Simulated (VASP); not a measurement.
Input:

```
CELL_PARAMETERS angstrom
      0.00000     2.34722     2.34722
      2.34722     0.00000     2.34722
      2.34722     2.34722     0.00000
ATOMIC_POSITIONS crystal
  Ca 0.00000 0.00000 0.00000
  O  0.50000 0.50000 0.50000
```

Computed with PBE GGA with D3 dispersion (Becke-Johnson damping), VASP's PBE PAW potentials (set 64) (plane waves; VASP). Settings: 520 eV cut-off, 10×10×10 Γ-centred mesh, Gaussian smearing of 0.050 eV, potentials Ca_sv O.

Question: Give the stress tensor in GPa (positive for a compressed cell).

Answer: 
```
7.98  0.00  0.00
0.00  7.98  0.00
0.00  0.00  7.98
```
The pressure is its mean diagonal, 7.98 GPa.

The compound is CaO in the rock salt structure. This cell is one point of a volume scan, at 0.94 of the reference volume.
